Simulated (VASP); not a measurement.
Input:

```yaml
crystal:
  lattice:
    - [1.51735, -2.62812, 0.00000]
    - [1.51735, 2.62812, 0.00000]
    - [0.00000, 0.00000, 4.97957]
  atoms:
    - { symbol: Si, position: [0.66667, 0.33333, 0.49962] }
    - { symbol: Si, position: [0.33333, 0.66667, 0.99962] }
    - { symbol: C, position: [0.66667, 0.33333, 0.87538] }
    - { symbol: C, position: [0.33333, 0.66667, 0.37538] }
```

Computed with PBEsol GGA, VASP's PBE PAW potentials (set 64) (plane waves; VASP). Run with 620 eV cut-off, 8×8×5 Γ-centred mesh, Gaussian smearing of 0.050 eV, potentials Si C.

Question: Predict the energy per atom (σ→0), pressure.

Answer: 
The energy per atom (σ→0) is -7.943 eV/atom and the pressure is 9.99 GPa.

Total energies compare only between runs with the same potentials, cut-off and functional.

The compound is SiC in the wurtzite structure, the rare 2H polytype. It was relaxed first under an external pressure of 10 GPa.
